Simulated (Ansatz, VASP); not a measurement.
# Cross-check of MnPt between VASP and Ansatz

Aim: how closely do two programs agree when they are given the same cell, functional and k mesh? The cell is a member of a volume series, scaled by 0.94 from a relaxed one, so a pressure remains.

Calculated with Ansatz 0.2.0; plane waves, with VASP 6.6.1 beside it; single point at PBEsol with D3(BJ).

### Step 1. Starting point

Symmetry: P4/mmm, No. 123, tetragonal system. Conventional cell: a = 2.664 Å, b = 2.664 Å, c = 3.579 Å, α = 90.00°, β = 90.00°, γ = 90.00°. Nearest to Mn lie 8 Pt at 2.60 Å and 4 Mn at 2.66 Å. Nearest to Pt lie 8 Mn at 2.60 Å and 4 Pt at 2.66 Å. Farther neighbours are not listed.

Structure file:

```
Mn Pt
1.0
     5.32870    0.00000    0.00000
     2.66435    2.66435    0.00000
     0.00000    0.00000    3.57934
Mn Pt
2 2
Direct
  0.00000 0.00000 0.00000
  0.50000 0.00000 0.00000
  0.00000 0.50000 0.50000
  0.50000 0.50000 0.50000
```

### Step 2. VASP: single point, PBEsol with D3(BJ), volume scaled by 0.94

With cell and atoms fixed, the geometry can't cause a difference; cores, projectors, grids and the points listed under the comparison can.

Lines of VASP's logs that name or quote its potential files are left out, and so is its time.

File INCAR:

```
SYSTEM = MnPt
PREC = Accurate
ENCUT = 400
EDIFF = 1E-06
NELM = 100
ISMEAR = 1
SIGMA = 0.2
LREAL = .FALSE.
ALGO = Normal
GGA = PS
IVDW = 12
NBANDS = 31
ISPIN = 2
MAGMOM = 3.465 -3.465 0 0
LASPH = .TRUE.
LMAXMIX = 4
LORBIT = 11
LWAVE = .FALSE.
LCHARG = .FALSE.
KPAR = 4
ISIF = 2
```

File POSCAR:

```
MnPt
1.0
    5.3286955196      0.0000000000      0.0000000000
    2.6643477598      2.6643477598      0.0000000000
    0.0000000000      0.0000000000      3.5793440399
Mn Pt
2 2
Direct
    0.0000000000      0.0000000000      0.0000000000
    0.5000000000      0.0000000000      0.0000000000
    0.0000000000      0.5000000000      0.5000000000
    0.5000000000      0.5000000000      0.5000000000
```

File KPOINTS:

```
Automatic mesh
0
Gamma
7 7 5
0 0 0
```

Potentials, in the order of the species: Mn_pv and Pt (PBE family, release 64).

On the command line:

```
mpirun -np 4 vasp_std
```

Numbers of over 12 decimals in the logs are rounded to 6 here.

What it wrote:

```text
[banner, memory and clock lines left out]
running    4 mpi-ranks, on    1 nodes
 distrk:  each k-point on    1 cores,    4 groups
 distr:  one band on    1 cores,    1 groups

 POSCAR found type information on POSCAR MnPt
 POSCAR found :  2 types and       4 ions
|                                                                             |
|               ----> ADVICE to this user running VASP <----                  |
|                                                                             |
|     You enforced a specific xc type in the INCAR file but a different       |
|     [... a line on the potential file left out ...]
|     I HOPE YOU KNOW WHAT YOU ARE DOING!                                     |
|                                                                             |

 LDA part: xc-table for (Slater+PW92), standard interpolation
 POSCAR, INCAR and KPOINTS ok, starting setup
 FFT: planning ... GRIDC
 FFT: planning ... GRID_SOFT
 FFT: planning ... GRID
 WAVECAR not read
 entering main loop
       N       E                     dE             d eps       ncg     rms          rms(c)
DAV:   1     0.424382515845E+03    0.42438E+03   -0.21445E+04  3936   0.150E+03
DAV:   2    -0.156084136506E+02   -0.43999E+03   -0.41078E+03  3944   0.432E+02
DAV:   3    -0.377427107028E+02   -0.22134E+02   -0.21270E+02  4035   0.109E+02
DAV:   4    -0.380791342992E+02   -0.33642E+00   -0.33469E+00  4217   0.134E+01
DAV:   5    -0.380856681978E+02   -0.65339E-02   -0.65336E-02  4169   0.195E+00    0.291E+01
DAV:   6    -0.374384352248E+02    0.64723E+00   -0.25400E+01  3806   0.569E+01    0.223E+01
DAV:   7    -0.352463402895E+02    0.21921E+01   -0.18123E+01  4248   0.568E+01    0.135E+01
DAV:   8    -0.346058875740E+02    0.64045E+00   -0.17945E+00  4051   0.148E+01    0.566E+00
DAV:   9    -0.346388435313E+02   -0.32956E-01   -0.31902E-01  4152   0.501E+00    0.325E+00
DAV:  10    -0.346378751470E+02    0.96838E-03   -0.75767E-02  4332   0.263E+00    0.182E+00
DAV:  11    -0.346408497920E+02   -0.29746E-02   -0.11808E-02  3958   0.948E-01    0.431E-01
DAV:  12    -0.346412206772E+02   -0.37089E-03   -0.15768E-03  4091   0.351E-01    0.211E-01
DAV:  13    -0.346411922667E+02    0.28411E-04   -0.30389E-04  4247   0.211E-01    0.104E-01
DAV:  14    -0.346411974743E+02   -0.52076E-05   -0.16430E-04  4487   0.146E-01    0.229E-02
DAV:  15    -0.346412015981E+02   -0.41238E-05   -0.20864E-05  4098   0.342E-02    0.609E-03
DAV:  16    -0.346412014841E+02    0.11408E-06   -0.44929E-07  2147   0.627E-03
   1 F= -.36871666E+02 E0= -.36875474E+02  d E =0.114245E-01  mag=    -0.0000
```

OUTCAR, selected parts (step 2):

```text
ion  position               nearest neighbor table
   1  0.000  0.000  0.000-   3 2.60   3 2.60   3 2.60   4 2.60   3 2.60   4 2.60   4 2.60   4 2.60
                             2 2.66   2 2.66   2 2.66   2 2.66
   2  0.500  0.000  0.000-   4 2.60   4 2.60   3 2.60   4 2.60   3 2.60   4 2.60   3 2.60   3 2.60
                             1 2.66   1 2.66   1 2.66   1 2.66
   3  0.000  0.500  0.500-   1 2.60   1 2.60   1 2.60   2 2.60   1 2.60   2 2.60   2 2.60   2 2.60
                             4 2.66   4 2.66   4 2.66   4 2.66
   4  0.500  0.500  0.500-   2 2.60   2 2.60   1 2.60   2 2.60   1 2.60   2 2.60   1 2.60   1 2.60
                             3 2.66   3 2.66   3 2.66   3 2.66

  LATTYP: Found a simple tetragonal cell.
 ALAT       =     3.7679567368
 C/A-ratio  =     0.9499429770

 Subroutine GETGRP returns: Found 16 space group operations
 (whereof 16 operations were pure point group operations)

The static configuration has the point symmetry D_4h.

 Found     30 irreducible k-points:

   k-points           NKPTS =     30   k-points in BZ     NKDIM =     30   number of bands    NBANDS=     31

   dimension x,y,z NGX =    36 NGY =   28 NGZ =   24
   dimension x,y,z NGXF=    72 NGYF=   56 NGZF=   48

   ENCUT  =  400.0 eV  29.40 Ry    5.42 a.u.   8.69  6.14  5.84*2*pi/ulx,y,z

   NELECT =      46.0000    total number of electrons

 k-points in reciprocal lattice and weights: Automatic mesh
   0.00000000  0.00000000  0.00000000       0.004
   0.14285714  0.00000000  0.00000000       0.016
   0.28571429  0.00000000  0.00000000       0.016
   0.42857143  0.00000000  0.00000000       0.016
   0.00000000  0.14285714  0.00000000       0.016
   0.42857143  0.14285714  0.00000000       0.033
  -0.42857143  0.14285714  0.00000000       0.033
   0.00000000  0.28571429  0.00000000       0.016
  -0.28571429  0.28571429  0.00000000       0.033
[...]
-0.28571429  0.28571429  0.40000000       0.065
   0.00000000  0.42857143  0.40000000       0.033

 average (electrostatic) potential at core
       1 -62.9432       2 -62.9432       3 -62.6022       4 -62.6022

 E-fermi :  12.1496

 spin component 1
 k-point     1 :       0.0000    0.0000    0.0000
  band No.  band energies     occupation
    ...
     17      10.2553      1.00000
     18      10.5991      1.00000
     19      11.5338      1.00006
     20      11.9515      1.02413
     21      11.9515      1.02413
     22      12.4274     -0.03217
     23      13.2399     -0.00000
     24      13.2399     -0.00000
     25      13.4080     -0.00000
     26      13.5351     -0.00000
    ...

 k-point     2 :       0.1429    0.0000    0.0000
  band No.  band energies     occupation
    ...
     19      11.0554      1.00000
     20      11.2023      1.00000
     21      11.2705      1.00000
     22      11.9502      1.02485
     23      12.1206      0.62142
     24      12.9769     -0.00000
     25      13.4398     -0.00000
     26      13.4854     -0.00000
     27      13.5403     -0.00000
     28      14.2496     -0.00000
    ...

 k-point     3 :       0.2857    0.0000    0.0000
  band No.  band energies     occupation
    ...
     19      10.1233      1.00000
     20      10.1694      1.00000
     21      10.4728      1.00000
     22      10.7250      1.00000
     23      11.9478      1.02608
     24      12.5531     -0.00756
     25      12.7785     -0.00004
     26      13.0131     -0.00000
     27      13.3777     -0.00000
     28      14.2446     -0.00000
    ...

 k-point     4 :       0.4286    0.0000    0.0000
  band No.  band energies     occupation
    ...
     19       9.7691      1.00000
     20       9.7818      1.00000
     21       9.8813      1.00000
     22      10.7012      1.00000
     23      11.9463      1.02677
     24      12.2142      0.24207
     25      12.2397      0.15844
     26      12.6456     -0.00127
     27      13.2640     -0.00000
     28      14.2411     -0.00000
    ...

 k-point     5 :       0.0000    0.1429    0.0000
  band No.  band energies     occupation
    ...
     19      10.4756      1.00000
     20      10.8382      1.00000
     21      11.0631      1.00000
     22      11.7436      1.00724
     23      11.7780      1.01229
     24      13.2443     -0.00000
     25      13.3756     -0.00000
     26      13.3776     -0.00000
     27      13.9729     -0.00000
     28      14.1444     -0.00000
    ...

 k-point     6 :       0.4286    0.1429    0.0000
  band No.  band energies     occupation
    ...
     19      10.0010      1.00000
     20      10.2550      1.00000
     21      10.5508      1.00000
     22      10.8732      1.00000
     23      11.6280      1.00070
     24      12.7739     -0.00005
     25      12.8072     -0.00002
     26      13.0873     -0.00000
     27      13.3776     -0.00000
     28      13.8575     -0.00000
    ...

 Edisp (eV)   -2.23046

  Total       5.02011     5.02011     5.48400     0.00000     0.00000     0.00000
  in kB     158.27353   158.27353   172.89914     0.00000     0.00000     0.00000
  external pressure =      163.15 kB  Pullay stress =        0.00 kB

  energy-cutoff  :      400.00
  volume of cell :       50.82
      direct lattice vectors                 reciprocal lattice vectors
     5.328695520  0.000000000  0.000000000     0.187663190 -0.187663190  0.000000000
     2.664347760  2.664347760  0.000000000     0.000000000  0.375326380  0.000000000
     0.000000000  0.000000000  3.579344040     0.000000000  0.000000000  0.279380800

 POSITION                                       TOTAL-FORCE (eV/Angst)
 -----------------------------------------------------------------------------------
      0.00000      0.00000      0.00000        -0.000000     -0.000000      0.000000
      2.66435      0.00000      0.00000         0.000000     -0.000000     -0.000000
      1.33217      1.33217      1.78967         0.000000      0.000000     -0.000000
      3.99652      1.33217      1.78967        -0.000000     -0.000000      0.000000
 -----------------------------------------------------------------------------------
    total drift:                                0.000000      0.000000     -0.000000

  FREE ENERGIE OF THE ION-ELECTRON SYSTEM (eV)
  ---------------------------------------------------
  free  energy   TOTEN  =       -36.8716661403 eV

  energy  without entropy=      -36.8830906527  energy(sigma->0) =      -36.87547431

 total charge
# of ion       s       p       d       tot
------------------------------------------
    1        0.360   6.353   5.040  11.753
    2        0.360   6.353   5.040  11.753
    3        0.770   0.807   8.132   9.709
    4        0.770   0.807   8.132   9.709
--------------------------------------------------
tot          2.260  14.320  26.345  42.926

 magnetization (x)
# of ion       s       p       d       tot
------------------------------------------
    1        0.026   0.057   3.217   3.299
    2       -0.026  -0.057  -3.217  -3.299
    3        0.000   0.000   0.000   0.000
    4        0.000   0.000   0.000   0.000
--------------------------------------------------
tot          0.000   0.000   0.000   0.000

[... 1 further part left out ...]
```

The magnetic state follows from one typed start and may not be the lowest. The k-mesh is coarse for a metal. The scan keeps the cell's shape and the fractional positions fixed. Dispersion corrections of this kind ignore metallic screening and tend to overbind metals.

### Step 3. Ansatz: single point, PBEsol with D3(BJ), volume scaled by 0.94

Ansatz runs on its default PAW (the set named soft_2) files.

The same cell, functional, mesh and smearing now go to Ansatz, which takes its cutoff from its data sets.

File input.yaml:

```yaml
crystal:
  lattice:
    - [5.3286955196, 0.0, 0.0]
    - [2.6643477598, 2.6643477598, 0.0]
    - [0.0, 0.0, 3.5793440399]
  atoms:
    - { symbol: Mn, position: [0.0, 0.0, 0.0], spin: 3.465 }
    - { symbol: Mn, position: [0.5, 0.0, 0.0], spin: -3.465 }
    - { symbol: Pt, position: [0.0, 0.5, 0.5] }
    - { symbol: Pt, position: [0.5, 0.5, 0.5] }
hamiltonian:
  xc: pbesol
  pseudopotentials: { kind: paw }
  dispersion: d3bj
magnetization:
  spin_polarized: true
kpoints:
  mp_grid: { grid: [7, 7, 5] }
scf:
  occupations: { method: methfessel_paxton, width: 0.2 }
  n_extra_bands: 10
output:
  forces: true
  stress: true
  eigenvalues: true
```

On the command line:

```
ansatz run input.yaml --threads 2 --pin off --max-ram 4608MiB --backend cpu --events-out ev --progress --plain --runs-dir out
```

What it wrote:

```text
scf.n_extra_bands = 10 over 33 filled bands (N_el = 66.0): the run solves 43 bands
Engine: ansatz 0.2.0, x86_64-unknown-linux-gnu
Pseudopotentials: kind: paw
Pseudopotential: Mn, paw, valence charge 15, recommended cutoff 420 eV (normal), Mn.paw.azcp
Pseudopotential: Pt, paw, valence charge 18, recommended cutoff 420 eV (normal), Pt.paw.azcp
Functional definition: PBEsol
  exchange = pbesol_x
  correlation = pbesol_c
Crystal: 4 atoms, lattice volume = 50.818 Å³
Basis set: ecut = 420 eV, 987 PW (Γ), exchange–correlation on 72×54×48 points (8 copies of the dense FFT grid, shifted against one another)
Bands: 43, of which v1, the nominal top of the filled ones, is band 33 counted from 1 (32 counted from 0)
Symmetry: 16 space group operations
Space group: P4/mmm (ITA 123), of the structure as read, at distance tolerance 3.7e-5 Å
Magnetic group: BNS 123.349 (UNI 1009), of the structure as read, at distance tolerance 3.7e-5 Å
k-points: 30 of 245
Non-local potential: Mn, projectors of the file, l = 0: 3, l = 1: 2, l = 2: 3, l = 3: 1
Non-local potential: Pt, projectors of the file, l = 0: 3, l = 1: 2, l = 2: 2, l = 3: 1
PAW form: soft (Blöchl's): semilocal exchange-correlation on the pseudo side does not see the compensation charge
PAW frozen core: Mn, regenerated for the run's functional, and the local potential with it (the file was generated under x = pbe(κ = 0.804, μ = 0.219515), c = pbe(β = 0.066725))
PAW frozen core: Pt, regenerated for the run's functional, and the local potential with it (the file was generated under x = pbe(κ = 0.804, μ = 0.219515), c = pbe(β = 0.066725))
PAW one-centre angular grid: Mn, 590 points (default); XC on 64 Gauss nodes
PAW one-centre angular grid: Pt, 590 points (default); XC on 64 Gauss nodes
Initial density: superposition of atomic densities (chi_scale 0.1, normalization cell)
Starting moments: Σ|m| = 6.93 μB on 2 of 4 sites
Starting magnetic order: antiferromagnet; a translation exchanges its spin sublattices: spin-degenerate at every k-point
Initial wavefunctions: pseudopotential atomic-orbital guess
Functional: x = pbesol(κ = 0.804, μ = 0.123457), c = pbesol(β = 0.046)
SCF iter   1: F=—  HF=-32509.584462 eV  |F-HF|=—  |Δ(HF+E_count)|=         —  Δρ=7.14e-2 (↑7.14e-2 ↓7.14e-2)  dr2=8.63e0  dr2_m=6.81e-1  M=0.000 μB ∫|m|=5.700 μB  β_m=0.30  ethr=3.10e-3  ⟨swp⟩=5.1  Hψ=4072  notcnv=0  defer=1
Mixer restart at iter 1: flushing history
preconditioner: auto → Kerker (q_TF=auto, 2.850 Å⁻¹)  [metal: Δε(μ)=0.071 eV  Ē_g=8.102 eV  σ=0.200 eV  W_gap=0.20  n_scr=18 (ndim 8)  ℏωp=30.4 eV  f_vac=0.000  D(μ)=4.00/eV (n_scr^D=48)]
spin=Collinear: Kerker preconditioning applied to the charge; magnetization (m = ρ↑ − ρ↓) channel mixes plain (no charge-response kernel on spin).
SCF iter   2: F=—  HF=-32508.466271 eV  |F-HF|=—  |Δ(HF+E_count)|=    1.12e0  Δρ=3.66e-2 (↑3.66e-2 ↓3.66e-2)  dr2=3.38e0  dr2_m=1.58e-2  M=0.000 μB ∫|m|=6.327 μB  β_m=0.43  ethr=3.10e-3  ⟨swp⟩=2.5  Hψ=2217  notcnv=0  defer=67
SCF iter   3: F=—  HF=-32508.570396 eV  |F-HF|=—  |Δ(HF+E_count)|=   1.04e-1  Δρ=1.59e-2 (↑1.59e-2 ↓1.59e-2)  dr2=2.68e-1  dr2_m=6.88e-2  M=0.000 μB ∫|m|=6.730 μB  β_m=0.59  ethr=3.10e-3  ⟨swp⟩=2.1  Hψ=2024  notcnv=0  defer=67
SCF iter   4: F=—  HF=-32508.696207 eV  |F-HF|=—  |Δ(HF+E_count)|=   1.26e-1  Δρ=8.62e-3 (↑8.62e-3 ↓8.62e-3)  dr2=5.74e-2  dr2_m=2.32e-2  M=0.000 μB ∫|m|=6.826 μB  β_m=0.68  ethr=4.07e-4  ⟨swp⟩=1.9  Hψ=1732  notcnv=0  defer=67
SCF iter   5: F=—  HF=-32508.690778 eV  |F-HF|=—  |Δ(HF+E_count)|=   5.43e-3  Δρ=1.87e-3 (↑1.87e-3 ↓1.87e-3)  dr2=3.41e-3  dr2_m=1.21e-4  M=0.000 μB ∫|m|=6.817 μB  β_m=0.65  ethr=8.70e-5  ⟨swp⟩=2.1  Hψ=2009  notcnv=0  defer=69
SCF iter   6: F=—  HF=-32508.690910 eV  |F-HF|=—  |Δ(HF+E_count)|=   1.32e-4  Δρ=8.21e-4 (↑8.21e-4 ↓8.21e-4)  dr2=5.51e-4  dr2_m=9.50e-5  M=0.000 μB ∫|m|=6.835 μB  β_m=0.82  ethr=5.16e-6  ⟨swp⟩=2.0  Hψ=2046  notcnv=0  defer=69
SCF iter   7: F=—  HF=-32508.692227 eV  |F-HF|=—  |Δ(HF+E_count)|=   1.32e-3  Δρ=6.78e-4 (↑6.78e-4 ↓6.78e-4)  dr2=3.66e-4  dr2_m=1.25e-4  M=0.000 μB ∫|m|=6.847 μB  β_m=0.91  ethr=8.35e-7  ⟨swp⟩=2.0  Hψ=1831  notcnv=0  defer=69
SCF iter   8: F=—  HF=-32508.677579 eV  |F-HF|=—  |Δ(HF+E_count)|=         —  Δρ=1.59e-3 (↑1.59e-3 ↓1.59e-3)  dr2=1.15e-4  dr2_m=1.11e-3  M=0.000 μB ∫|m|=6.882 μB  β_m=0.91  ethr=5.54e-7  ⟨swp⟩=2.2  Hψ=1807  notcnv=0  defer=69
Mixer restart at iter 8: flushing history
iteration 8: the input's own smearing fills from here on; a Gaussian of 0.2 eV has filled iterations ahead of it
SCF iter   9: F=—  HF=-32508.677826 eV  |F-HF|=—  |Δ(HF+E_count)|=   2.47e-4  S|Δr|=    0.00e0  Δρ=6.80e-4 (↑6.80e-4 ↓6.80e-4)  dr2=1.74e-5  dr2_m=2.10e-4  M=0.000 μB ∫|m|=6.896 μB  β_m=0.96  ethr=1.75e-7  ⟨swp⟩=2.1  Hψ=1985  notcnv=0  defer=69
SCF iter  10: F=—  HF=-32508.677894 eV  |F-HF|=—  |Δ(HF+E_count)|=   6.82e-5  S|Δr|=    0.00e0  Δρ=2.07e-4 (↑2.07e-4 ↓2.07e-4)  dr2=9.23e-5  dr2_m=5.11e-7  M=0.000 μB ∫|m|=6.907 μB  β_m=0.83  ethr=2.64e-8  ⟨swp⟩=2.1  Hψ=2204  notcnv=0  defer=69
SCF iter  11: F=—  HF=-32508.677886 eV  |F-HF|=—  |Δ(HF+E_count)|=   8.69e-6  S|Δr|=    0.00e0  Δρ=1.37e-4 (↑1.37e-4 ↓1.37e-4)  dr2=3.12e-5  dr2_m=4.44e-7  M=0.000 μB ∫|m|=6.907 μB  β_m=0.70  ethr=2.64e-8  ⟨swp⟩=2.1  Hψ=2200  notcnv=0  defer=69
SCF iter  12: F=—  HF=-32508.677882 eV  |F-HF|=—  |Δ(HF+E_count)|=   4.06e-6  S|Δr|=    0.00e0  Δρ=4.12e-5 (↑4.12e-5 ↓4.12e-5)  dr2=2.59e-6  dr2_m=4.04e-8  M=0.000 μB ∫|m|=6.907 μB  β_m=0.85  ethr=2.64e-8  ⟨swp⟩=2.0  Hψ=1411  notcnv=0  defer=69
SCF iter  13: F=-32508.677881 eV  HF=-32508.677881 eV  |F-HF|=7.36e-8  |Δ(HF+E_count)|=   4.26e-7  S|Δr|=    0.00e0  Δρ=7.28e-6 (↑7.28e-6 ↓7.28e-6)  dr2=9.23e-8  dr2_m=6.40e-10  M=0.000 μB ∫|m|=6.907 μB  ethr=1.52e-10  ⟨swp⟩=8.9  Hψ=5710  notcnv=0
SCF 1 converged in 13 iterations: F = -32508.677881 eV  dr2 = 9.23e-8
  greatest PAW one-centre occupation: 1.002 electrons in one spin orbital (limit 2), on the Mn atom at site 1 (counted from 0), in its partial waves of l = 1
this state was not tested for a lower state beside it, because cold or Methfessel-Paxton smearing, or corrected tetrahedra, fill the levels in a way that the test cannot read (fill_not_monotonic; see scf.lower_state_search)
SCF converged after 13 iterations
Magnetization: 0.0000 μB (33.0000 up, 33.0000 down)
Absolute magnetization: 6.9121 μB (∫|ρ↑−ρ↓|, with the PAW one-centre terms)
Spin contamination: 3.4740 ħ² per cell (⟨S²⟩ above its minimum at these occupations)
Per-site moments (μB) at R_I (Å): [(3.252505, 1.071889), (-3.252505, 1.071889), (-1.667474817141879e-16, 1.071889), (1.667474817141879e-16, 1.071889)]
Free energy (F): -32508.677881 eV
Harris-Foulkes:  -32508.677881 eV  (|F-HF|=7.36e-8)
Internal energy: -32508.689049 eV  (E = F + TS)
E sigma→0 (E₀):  -32508.680673 eV
Entropy (-TS):   0.011168 eV (2.792 meV/atom)
Fermi energy:    23.471154 eV
--- Per-component energies (eV) ---
  E_band       = -535.707521
  E_kinetic    = 1895.625626
  E_local      = -6004.134186  (includes V_loc(G=0)·N_el)
  E_nonlocal   = 894.464115
  E_hartree    = 2381.070515
  E_xc         = -752.886026
  E_vxc        = -903.543467  (∫ρ·V_xc dr)
  E_paw        = -21175.605921  (= ΣΔE_a)
  E_vpaw       = -1180.250391  (= ΣTr[D̂ρ^β])
  E_aug_tail   = 0.000338  (compensation charges beyond the density's cutoff)
  E_ewald      = -9745.905664
  E_disp       = -2.231109  (pairwise vdW)
  E_core_change = 0.913263  (= ΣΔE_core)
  E_smearing   = 0.011168  (= −TS)
  E_closure    = -0.000000  (closes the sum)
  Σ components = -32508.677881   (vs F -32508.677881, Δ=0.00e0)
--- Forces (eV/Å), atoms counted from 1 ---
  atom   1  Mn    -0.00000000     0.00000000     0.00000000
  atom   2  Mn    -0.00000000    -0.00000000     0.00000000
  atom   3  Pt     0.00000000    -0.00000000     0.00000000
  atom   4  Pt     0.00000000    -0.00000000     0.00000000
  max |Σ_I F_I| component: 1.89e-28 eV/Å
--- Stress (GPa, compression-positive) ---
       16.546200       0.000000       0.000000
        0.000000      16.546200       0.000000
        0.000000       0.000000      18.029542
  P = ⅓ Tr σ = 17.0406 GPa (170.406 kbar)
--- Band table (eV; the first three rows and the last of 60) ---
  k-point 0 ↑: bands = [... 29 lower, 23.2811, 23.2811, 23.7394, 24.5426, 24.5426, 24.7467, 24.8659, 24.9607, ... 6 higher]
  k-point 1 ↑: bands = [... 29 lower, 21.8392, 22.5676, 23.5457, 23.7421, 24.1130, 24.1130, 24.5190, 24.7020, ... 6 higher]
  k-point 2 ↑: bands = [... 29 lower, 21.1917, 21.4149, 22.0637, 23.2544, 23.2544, 23.7465, 23.8405, 24.2560, ... 6 higher]
  k-point 29 ↓: bands = [... 29 lower, 20.8828, 21.3263, 21.6020, 21.6144, 23.9007, 23.9849, 24.0844, 24.3430, ... 6 higher]
```

The job ended after 8.9 s (2 threads of Intel Xeon at 2.80GHz (Skylake/Cascade Lake), shared host; peak memory 0.51 GiB).

The column dr2 measures how far the density is from self-consistency, as an energy; F and HF (Harris–Foulkes) agree once it is small.

The run ends at a pressure of 17.04 GPa.

(Part 1 of 2 ends here.)

[Lines on the potential files, build, host, timing and source positions are cut from VASP's logs without a mark.]

[Logs are printed without paths, hosts, clocks, repeated set-up lines and the standing remarks that a program may print on its own settings, such as how far it seeks lower states.]

[Hosts, paths, dates, database ids (printed as entryN), source tags and the programs' standing remarks are cut or masked in the printed files.]
